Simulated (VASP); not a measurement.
# SiAu3 (Fm-3m) in VASP: equation of state, part 2 of 2

VASP 6.6.1. Earlier steps stand in the parts before.

## 5. Equation of state, PBE, 18.09 Å³/atom (volume scaled by 1.02)

INCAR reads:

```
ALGO = Normal ; EDIFF = 1E-7
ENCUT = 520 ; GGA = PE
ISIF = 2 ; ISMEAR = -1
LASPH = T ; LCHARG = F
LREAL = F ; LWAVE = F
NBANDS = 26 ; NELM = 60
PREC = Accurate ; SIGMA = 0.05
```

KPOINTS reads:

```
k-points
0
Gamma
  7 7 7
```

POSCAR reads:

```
SiAu3
1.0
    0.0000000000      3.3074944620      3.3074944620
    3.3074944620      0.0000000000      3.3074944620
    3.3074944620      3.3074944620      0.0000000000
Au Si
3 1
Direct
    0.5000000000      0.5000000000      0.5000000000
    0.7500000000      0.7500000000      0.7500000000
    0.2500000000      0.2500000000      0.2500000000
    0.0000000000      0.0000000000      0.0000000000
```

Potentials or basis: VASP PAW PBE potentials, release 64 (Au, Si).

Started as:

```bash
$ cat potpaw_PBE.64/Au/POTCAR potpaw_PBE.64/Si/POTCAR > POTCAR
$ mpirun -np 1 vasp_std > vasp.out
```

OUTCAR:

```text
EDIFF = 1E-7
   ENCUT = 520
   GGA = PE
   ISIF = 2
   ISMEAR = -1
   LASPH = T
   LREAL = F
   NELM = 60
   PREC = Accurate

 Found     20 irreducible k-points:

 Following reciprocal coordinates:
            Coordinates               Weight
  0.000000  0.000000  0.000000      1.000000
  0.142857  0.000000  0.000000      8.000000
  0.285714  0.000000  0.000000      8.000000
  0.428571  0.000000  0.000000      8.000000
  0.142857  0.142857  0.000000      6.000000
  0.285714  0.142857  0.000000     24.000000
   k-points           NKPTS =     20   k-points in BZ     NKDIM =     20   number of bands    NBANDS=     26
   number of dos      NEDOS =    301   number of ions     NIONS =      4
   total plane-waves  NPLWV =  46656
   dimension x,y,z NGX =    36 NGY =   36 NGZ =   36
   dimension x,y,z NGXF=    72 NGYF=   72 NGZF=   72
   ions per type =               3   1
   NGX,Y,Z   is equivalent  to a cutoff of  12.79, 12.79, 12.79 a.u.
   NGXF,Y,Z  is equivalent  to a cutoff of  25.59, 25.59, 25.59 a.u.
 SYSTEM =  unknown system
   PREC   = accura    normal or accurate (medium, high low for compatibility)
   ISTART =      0    job   : 0-new  1-cont  2-samecut
   ICHARG =      2    charge: 1-file 2-atom 10-const
   ISPIN  =      1    spin polarized calculation?
   LNONCOLLINEAR =      F non collinear calculations
   LSORBIT =      F    spin-orbit coupling
   LASPH  =      T    aspherical Exc in radial PAW
   ENCUT  =  520.0 eV  38.22 Ry    6.18 a.u.   8.70  8.70  8.70*2*pi/ulx,y,z
   NELM   =     60;   NELMIN=  2; NELMDL= -5     # of ELM steps
   EDIFF  = 0.1E-06   stopping-criterion for ELM
   LREAL  =      F    real-space projection
   EDIFFG = 0.1E-05   stopping-criterion for IOM
   NSW    =      0    number of steps for IOM
   IBRION =     -1    ionic relax: 0-MD 1-quasi-New 2-CG
   NFREE  =      0    steps in history (QN), initial steepest desc. (CG)
   ISIF   =      2    stress and relaxation
   ISYM   =      2    0-nonsym 1-usesym 2-fastsym
   POTIM  = 0.5000    time-step for ionic-motion
   TEBEG  =    0.0;   TEEND  =   0.0 temperature during run
   PSTRESS=    0.0 pullay stress
   NELECT =      37.0000    total number of electrons
   NUPDOWN=      -1.0000    fix difference up-down
   EMIN   =  10.00;   EMAX   =-10.00  energy-range for DOS
   EFERMI =   0.00;   METHOD = LEGACY
   ISMEAR =    -1;   SIGMA  =   0.05  broadening in eV -4-tet -1-fermi 0-gaus
   EFERMI_NEDOS =   21; number of points for ismear=-14 and -15
   IALGO  =     38    algorithm
   IMIX   =      4    mixing-type and parameters
     AMIX     =   0.40;   BMIX     =  1.00
     AMIX_MAG =   1.60;   BMIX_MAG =  1.00
  volume/ion in A,a.u.               =      18.09       122.09
  Fermi-wavevector in a.u.,A,eV,Ry     =   1.309080  2.473803 23.316184  1.713691
  Thomas-Fermi vector in A             =   2.439703
   LORBIT       =      0    0 simple, 1 ext, 2 COOP (PROOUT), +10 PAW based schemes
   GGA     = PE    functional components
   LHFCALC =     F    Hartree Fock is set to
   AEXX    =    0.0000 exact exchange contribution
   IVDW    =     0    specifies the selected vdW correction
   LEPSILON=     F    determine dielectric tensor
   LRPA    =     F    only Hartree local field effects (RPA)
 non-spin polarized calculation
  energy-cutoff  :      520.00
  volume of cell :       72.36
 maximum number of plane-waves:      1968
   NGX = 17   NGY = 17   NGZ = 17

 number of electron      36.9999998 magnetization

 Free energy of the ion-electron system (eV)
  ---------------------------------------------------
  ext. energy  EPLUGINS =         0.00000000
  ---------------------------------------------------
  free energy    TOTEN  =       -14.46761946 eV

  energy without entropy =      -14.46396721  energy(sigma->0) =      -14.46579334

 E-fermi :   8.6338     XC(G=0): -11.8534

 val. band max:        8.4071249372   @ k =   0.2857   0.2857   0.0000
 cond. band min:       8.6356355154   @ k =  -0.2857   0.2857   0.0000
 fundamental gap:      0.2285105782
 Fermi energy:         8.6337565715

 k-point     1 :       0.0000    0.0000    0.0000
  band No.  band energies     occupation
      1      -2.1621      2.00000
      2       2.4637      2.00000
      3       2.4637      2.00000
      4       2.6630      2.00000
      5       2.6630      2.00000
      6       2.6630      2.00000
[... 18 lines left out ...]
     25      14.8532      0.00000
     26      14.8532      0.00000

 k-point     2 :       0.1429    0.0000    0.0000
  band No.  band energies     occupation
      1      -1.9364      2.00000
      2       2.4011      2.00000
      3       2.4252      2.00000
      4       2.4252      2.00000
      5       2.8436      2.00000
      6       2.8436      2.00000
[... 18 lines left out ...]
     25      15.0262      0.00000
     26      15.0262      0.00000

 k-point     3 :       0.2857    0.0000    0.0000
  band No.  band energies     occupation
      1      -1.3092      2.00000
      2       1.9769      2.00000
      3       2.4973      2.00000
      4       2.4973      2.00000
      5       3.0471      2.00000
      6       3.0471      2.00000
[... 18 lines left out ...]
     25      15.7521      0.00000
     26      15.7521      0.00000

 k-point     4 :       0.4286    0.0000    0.0000
  band No.  band energies     occupation
      1      -0.5073      2.00000
      2       1.3184      2.00000
      3       2.6420      2.00000
      4       2.6420      2.00000
      5       2.9341      2.00000
      6       3.0848      2.00000
[... 18 lines left out ...]
     25      16.8948      0.00000
     26      16.8948      0.00000

 k-point     5 :       0.1429    0.1429    0.0000
  band No.  band energies     occupation
      1      -1.8617      2.00000
      2       2.0534      2.00000
      3       2.5870      2.00000
      4       2.7317      2.00000
      5       2.7317      2.00000
      6       2.8079      2.00000
[... 18 lines left out ...]
     25      14.3813      0.00000
     26      16.3807      0.00000

 k-point     6 :       0.2857    0.1429    0.0000
  band No.  band energies     occupation
      1      -1.3721      2.00000
      2       1.7509      2.00000
      3       2.6679      2.00000
      4       2.6842      2.00000
      5       2.8982      2.00000
      6       3.0426      2.00000
[... 18 lines left out ...]
     25      15.0813      0.00000
     26      16.9905      0.00000

 [... further k-points ...]
[... 5 lines left out ...]
  --------------------------------------------------------------------------------------
  -------------------------------------------------------------------------------------
  Total       -1.5744968     -1.5744968     -1.5744968      0.0000000      0.0000000     -0.0000000
  in kB      -34.8598088    -34.8598088    -34.8598088      0.0000000      0.0000000     -0.0000000
  external PRESSURE =     -34.8598088 kB  Pullay stress =       0.0000000 kB

 VOLUME and BASIS-vectors are now :
 -----------------------------------------------------------------------------
  energy-cutoff  :      520.00
  volume of cell :       72.36
      direct lattice vectors                 reciprocal lattice vectors
     0.000000000  3.307494462  3.307494462    -0.151171833  0.151171833  0.151171833
     3.307494462  0.000000000  3.307494462     0.151171833 -0.151171833  0.151171833
     3.307494462  3.307494462  0.000000000     0.151171833  0.151171833 -0.151171833

 POSITION                                       TOTAL-FORCE (eV/Angst)
 -----------------------------------------------------------------------------------
      3.30749      3.30749      3.30749        -0.000000     -0.000000     -0.000000
      4.96124      4.96124      4.96124        -0.000000     -0.000000     -0.000000
      1.65375      1.65375      1.65375         0.000000      0.000000      0.000000
      0.00000      0.00000      0.00000        -0.000000     -0.000000     -0.000000
 -----------------------------------------------------------------------------------
    total drift:                                0.000000      0.000000      0.000000

  FREE ENERGIE OF THE ION-ELECTRON SYSTEM (eV)
  ---------------------------------------------------
  free  energy   TOTEN  =       -14.4676194644 eV

  energy  without entropy=      -14.4639672107  energy(sigma->0) =      -14.46579334
```

Run time: 33 s. Hardware: 1 thread of Intel Xeon Platinum 8375C at 2.90GHz (Ice Lake), shared host; peak memory 0.21 GiB.

What came out:

```yaml
Free_energy: -14.4676 eV
Pressure: -3.5 GPa
Band_gap_on_the_k_mesh: none (metal or under the smearing width)
```

## 6. Equation of state, PBE, 18.45 Å³/atom (volume scaled by 1.04)

INCAR reads:

```
SYSTEM = SiAu3
PREC = Accurate
ENCUT = 520
EDIFF = 1E-7
ISMEAR = -1
SIGMA = 0.05
LREAL = .FALSE.
LASPH = .TRUE.
NELM = 80
ALGO = Normal
ISIF = 2
LWAVE = .FALSE.
LCHARG = .FALSE.
GGA = PE
NBANDS = 26
```

KPOINTS reads:

```
regular mesh
0
G
  7 7 7
  0 0 0
```

POSCAR reads:

```
SiAu3
1.0
    0.0000000000      3.3289723006      3.3289723006
    3.3289723006      0.0000000000      3.3289723006
    3.3289723006      3.3289723006      0.0000000000
Au Si
3 1
Direct
    0.5000000000      0.5000000000      0.5000000000
    0.7500000000      0.7500000000      0.7500000000
    0.2500000000      0.2500000000      0.2500000000
    0.0000000000      0.0000000000      0.0000000000
```

Potentials or basis: VASP PAW PBE potentials, release 64 (Au, Si).

Started as:

```bash
$ cat potpaw_PBE.64/Au/POTCAR potpaw_PBE.64/Si/POTCAR > POTCAR
$ mpirun -np 1 vasp_std > vasp.out
```

It took 34 s on 1 thread of Intel Xeon Platinum 8375C at 2.90GHz (Ice Lake), shared host; peak memory 0.21 GiB.

It converged, with:

```yaml
Free_energy: -14.4288 eV
Pressure: -5.4 GPa
Band_gap_on_the_k_mesh: none (metal or under the smearing width)
```

## 7. Equation of state, PBE, 18.80 Å³/atom (volume scaled by 1.06)

INCAR reads:

```
ALGO = Normal
EDIFF = 1E-7
ENCUT = 520
GGA = PE
ISIF = 2
ISMEAR = -1
LASPH = True
LCHARG = False
LREAL = False
LWAVE = False
NBANDS = 26
NELM = 80
PREC = Accurate
SIGMA = 0.05
```

KPOINTS reads:

```
k-points
0
Gamma
  7 7 7
```

POSCAR reads:

```
SiAu3
1.0
    0.0000000000      3.3501765175      3.3501765175
    3.3501765175      0.0000000000      3.3501765175
    3.3501765175      3.3501765175      0.0000000000
Au Si
3 1
Direct
    0.5000000000      0.5000000000      0.5000000000
    0.7500000000      0.7500000000      0.7500000000
    0.2500000000      0.2500000000      0.2500000000
    0.0000000000      0.0000000000      0.0000000000
```

Started as:

```bash
$ cat potpaw_PBE.64/Au/POTCAR potpaw_PBE.64/Si/POTCAR > POTCAR
$ mpirun -np 1 vasp_std > vasp.out
```

Wall time 41 s (1 thread of Intel Xeon Platinum 8375C at 2.90GHz (Ice Lake), shared host); peak memory 0.21 GiB.

The run converged. Its results:

* Free energy: -14.3741 eV
* Pressure: -7.1 GPa
* Band gap on the k mesh: none (metal or under the smearing width)

## 8. Equation of state, PBE

This step only gathers the single runs of the series.

What came out:

- Equilibrium volume: 17.57 Å³/atom
- Bulk modulus: 125 GPa
- Pressure derivative of the bulk modulus: 5.6

Energy against volume, from the lowest point:
```
volume (Å³/atom)  energy (meV/atom)
          16.672              19.21
          17.027               6.27
          17.382               0.15
          17.736               0.00
          18.091               5.11
          18.446              14.81
          18.801              28.48
```

Spin-orbit coupling is left out, which matters for the levels of Au.
